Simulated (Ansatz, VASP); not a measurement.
# Ni in two plane-wave programs

Aim: how closely do two programs agree when they are given the same cell, functional and k mesh? The cell is taken from a series of VASP runs on this material, whose earlier steps may have relaxed, scaled or displaced it; both programs get it as it stands.

Program: Ansatz 0.2.0. Level of theory: plane waves, with VASP 6.6.1 beside it; relaxation of cell and atoms at r2SCAN and relaxation of cell and atoms at LDA. Results are calculated unless marked as measured.

### 1. Starting point

The structure is cubic, space group Fm-3m (No. 225). The conventional cell has a = 3.479 Å, b = 3.479 Å, c = 3.479 Å, α = 90.00°, β = 90.00°, γ = 90.00°. Ni has 12 Ni at 2.46 Å nearest.

Structure file:

```xyz
1
Lattice="0.0000 1.7394 1.7394 1.7394 0.0000 1.7394 1.7394 1.7394 0.0000" Properties=species:S:1:pos:R:3 pbc="T T T"
Ni    0.0000    0.0000    0.0000
```

### 2. VASP: relaxation of cell and atoms, r2SCAN

The relaxed volume is the usual yardstick between codes: its relative difference is about their pressure difference at one cell divided by the bulk modulus.

Lines of VASP's logs that name or quote its potential files are left out, and so is its time.

File INCAR:

```
SYSTEM = Ni
PREC = Accurate
ENCUT = 520
EDIFF = 1E-07
NELM = 100
ISMEAR = 1
SIGMA = 0.15
LREAL = .FALSE.
ALGO = Normal
METAGGA = R2SCAN
LASPH = .TRUE.
NBANDS = 12
ISPIN = 2
MAGMOM = 1
LMAXMIX = 4
LORBIT = 11
LWAVE = .FALSE.
LCHARG = .FALSE.
KPAR = 4
IBRION = 2
NSW = 50
ISIF = 3
EDIFFG = -0.005
```

File POSCAR:

```
Ni
1.0
    0.0000000000      1.7393587753      1.7393587753
    1.7393587753      0.0000000000      1.7393587753
    1.7393587753      1.7393587753      0.0000000000
Ni
1
Direct
    0.0000000000      0.0000000000      0.0000000000
```

File KPOINTS:

```
Automatic mesh
0
Gamma
24 24 24
0 0 0
```

The projector-augmented-wave data sets are Ni (PBE family, release 64).

The run is started by

```sh
$ mpirun -np 4 vasp_std
```

Numbers of over 12 decimals in the logs are rounded to 6 here.

The program printed:

```text
[banner, memory and clock lines left out]
running    4 mpi-ranks, on    1 nodes
 distrk:  each k-point on    1 cores,    4 groups
 distr:  one band on    1 cores,    1 groups

 POSCAR found type information on POSCAR Ni
 POSCAR found :  1 types and       1 ions
|                                                                             |
|               ----> ADVICE to this user running VASP <----                  |
|                                                                             |
|     You enforced a specific xc type in the INCAR file but a different       |
|     [... a line on the potential file left out ...]
|     I HOPE YOU KNOW WHAT YOU ARE DOING!                                     |
|                                                                             |

 LDA part: xc-table for (None), standard interpolation
 POSCAR, INCAR and KPOINTS ok, starting setup
 FFT: planning ... GRIDC
 FFT: planning ... GRID_SOFT
 FFT: planning ... GRID
 WAVECAR not read
 entering main loop
       N       E                     dE             d eps       ncg     rms          rms(c)
DAV:   1     0.251664507308E+02    0.25166E+02   -0.46410E+03 20352   0.111E+03
DAV:   2    -0.129914534264E+02   -0.38158E+02   -0.35753E+02 21116   0.180E+02
DAV:   3    -0.142584734551E+02   -0.12670E+01   -0.12585E+01 22832   0.367E+01
DAV:   4    -0.142695421004E+02   -0.11069E-01   -0.11065E-01 23092   0.307E+00
DAV:   5    -0.142697761087E+02   -0.23401E-03   -0.23400E-03 24116   0.412E-01    0.109E+01
DAV:   6    -0.124390333754E+02    0.18307E+01   -0.19582E+01 25980   0.621E+01    0.738E+00
DAV:   7    -0.119460953700E+02    0.49294E+00   -0.38514E+00 25104   0.226E+01    0.237E+00
DAV:   8    -0.119462728108E+02   -0.17744E-03   -0.34304E-02 22388   0.183E+00    0.124E+00
DAV:   9    -0.119441917779E+02    0.20810E-02   -0.29799E-03 27880   0.514E-01    0.404E-01
DAV:  10    -0.119434968576E+02    0.69492E-03   -0.38404E-03 26868   0.771E-01    0.671E-02
DAV:  11    -0.119435436497E+02   -0.46792E-04   -0.30793E-04 28408   0.220E-01    0.444E-02
DAV:  12    -0.119435510642E+02   -0.74144E-05   -0.11103E-05 22072   0.335E-02    0.249E-02
DAV:  13    -0.119435487568E+02    0.23073E-05   -0.10290E-05 24992   0.368E-02    0.741E-03
DAV:  14    -0.119435505837E+02   -0.18268E-05   -0.23174E-06 25744   0.181E-02    0.137E-03
DAV:  15    -0.119435507895E+02   -0.20577E-06   -0.47531E-08 15800   0.264E-03    0.584E-04
DAV:  16    -0.119435510467E+02   -0.25727E-06   -0.11970E-08 11584   0.113E-03    0.427E-04
DAV:  17    -0.119435509274E+02    0.11937E-06   -0.10163E-09 10988   0.339E-04    0.112E-04
DAV:  18    -0.119435509176E+02    0.97559E-08   -0.53757E-10 10824   0.272E-04
   1 F= -.11943551E+02 E0= -.11943871E+02  d E =-.119436E+02  mag=     0.7136
 curvature:   0.00 expect dE= 0.000E+00 dE for cont linesearch  0.000E+00
 trial: gam= 0.00000 g(F)=  0.717E-64 g(S)=  0.168E-05 ort = 0.000E+00 (trialstep = 0.100E+01)
 search vector abs. value=  0.168E-05
 reached required accuracy - stopping structural energy minimisation
```

OUTCAR, selected parts (step 2):

```text
ion  position               nearest neighbor table
   1  0.000  0.000  0.000-

  LATTYP: Found a face centered cubic cell.
 ALAT       =     3.4787175506

 Subroutine GETGRP returns: Found 48 space group operations
 (whereof 48 operations were pure point group operations)

The static configuration has the point symmetry O_h .

 Found    413 irreducible k-points:

   k-points           NKPTS =    413   k-points in BZ     NKDIM =    413   number of bands    NBANDS=     12

   dimension x,y,z NGX =    18 NGY =   18 NGZ =   18
   dimension x,y,z NGXF=    36 NGYF=   36 NGZF=   36

   ENCUT  =  520.0 eV  38.22 Ry    6.18 a.u.   4.57  4.57  4.57*2*pi/ulx,y,z

   NELECT =      10.0000    total number of electrons

 k-points in reciprocal lattice and weights: Automatic mesh
   0.00000000  0.00000000  0.00000000       0.000
   0.04166667  0.00000000  0.00000000       0.001
   0.08333333  0.00000000  0.00000000       0.001
   0.12500000  0.00000000  0.00000000       0.001
   0.16666667  0.00000000  0.00000000       0.001
   0.20833333  0.00000000  0.00000000       0.001
   0.25000000  0.00000000  0.00000000       0.001
   0.29166667  0.00000000  0.00000000       0.001
   0.33333333  0.00000000  0.00000000       0.001
[...]
-0.29166667  0.50000000  0.20833333       0.001
  -0.25000000  0.50000000  0.25000000       0.000

 average (electrostatic) potential at core
       1 -86.9653

 E-fermi :   9.8057

 spin component 1
 k-point     1 :       0.0000    0.0000    0.0000
  band No.  band energies     occupation
    ...
      2       6.7744      1.00000
      3       6.7745      1.00000
      4       6.7745      1.00000
      5       8.1205      1.00000
      6       8.1206      1.00000
      7      34.6292      0.00000
      8      39.0472      0.00000
      9      39.0472      0.00000
     10      39.0476      0.00000
     11      41.7828      0.00000
    ...

 k-point     2 :       0.0417    0.0000    0.0000
  band No.  band energies     occupation
    ...
      2       6.7560      1.00000
      3       6.7908      1.00000
      4       6.7908      1.00000
      5       8.1134      1.00000
      6       8.1134      1.00000
      7      34.4260      0.00000
      8      37.8689      0.00000
      9      38.8349      0.00000
     10      38.8353      0.00000
     11      42.0777      0.00000
    ...

 k-point     3 :       0.0833    0.0000    0.0000
  band No.  band energies     occupation
    ...
      2       6.7037      1.00000
      3       6.8366      1.00000
      4       6.8367      1.00000
      5       8.0950      1.00000
      6       8.0950      1.00000
      7      33.4999      0.00000
      8      36.4686      0.00000
      9      38.3747      0.00000
     10      38.3750      0.00000
     11      42.7584      0.00000
    ...

 k-point     4 :       0.1250    0.0000    0.0000
  band No.  band energies     occupation
    ...
      2       6.6271      1.00000
      3       6.9026      1.00000
      4       6.9027      1.00000
      5       8.0743      1.00000
      6       8.0743      1.00000
      7      31.6460      0.00000
      8      35.8380      0.00000
      9      37.8713      0.00000
     10      37.8716      0.00000
     11      43.2007      0.00000
    ...

 k-point     5 :       0.1667    0.0000    0.0000
  band No.  band energies     occupation
    ...
      2       6.5428      1.00000
      3       6.9719      1.00000
      4       6.9720      1.00000
      5       8.0670      1.00000
      6       8.0671      1.00000
      7      29.4340      0.00000
      8      35.4965      0.00000
      9      37.4062      0.00000
     10      37.4065      0.00000
     11      43.2310      0.00000
    ...

 k-point     6 :       0.2083    0.0000    0.0000
  band No.  band energies     occupation
    ...
      2       6.4764      1.00000
      3       7.0230      1.00000
      4       7.0232      1.00000
      5       8.0925      1.00000
      6       8.0926      1.00000
      7      27.1732      0.00000
      8      35.1559      0.00000
      9      37.0062      0.00000
     10      37.0064      0.00000
     11      43.3908      0.00000
    ...

  Total       -0.0034044     -0.0034044     -0.0034044     -0.0000000     -0.0000000     -0.0000000
  in kB       -0.5182724     -0.5182724     -0.5182724     -0.0000000     -0.0000000     -0.0000000
  external PRESSURE =      -0.5182724 kB  Pullay stress =       0.0000000 kB

  energy-cutoff  :      520.00
  volume of cell :       10.52
      direct lattice vectors                 reciprocal lattice vectors
     0.000000000  1.739358775  1.739358775    -0.287462257  0.287462257  0.287462257
     1.739358775  0.000000000  1.739358775     0.287462257 -0.287462257  0.287462257
     1.739358775  1.739358775  0.000000000     0.287462257  0.287462257 -0.287462257

 POSITION                                       TOTAL-FORCE (eV/Angst)
 -----------------------------------------------------------------------------------
      0.00000      0.00000      0.00000         0.000000      0.000000     -0.000000
 -----------------------------------------------------------------------------------
    total drift:                                0.000000     -0.000000      0.000000

  FREE ENERGIE OF THE ION-ELECTRON SYSTEM (eV)
  ---------------------------------------------------
  free  energy   TOTEN  =       -11.9435509176 eV

  energy  without entropy=      -11.9445101223  energy(sigma->0) =      -11.94387065

 reached required accuracy - stopping structural energy minimisation

 total charge
# of ion       s       p       d       tot
------------------------------------------
    1        0.528   0.549   8.329   9.407

 magnetization (x)
# of ion       s       p       d       tot
------------------------------------------
    1       -0.010  -0.043   0.785   0.732

[... 6 further parts left out ...]
```

[end of part 1 of 2]

[Lines on the potential files, build, host, timing and source positions are cut from VASP's logs without a mark.]

[Logs are printed without paths, hosts, clocks, repeated set-up lines and the standing remarks that a program may print on its own settings, such as how far it seeks lower states.]

[Hosts, paths, dates, database ids (printed as entryN), source tags and the programs' standing remarks are cut or masked in the printed files.]
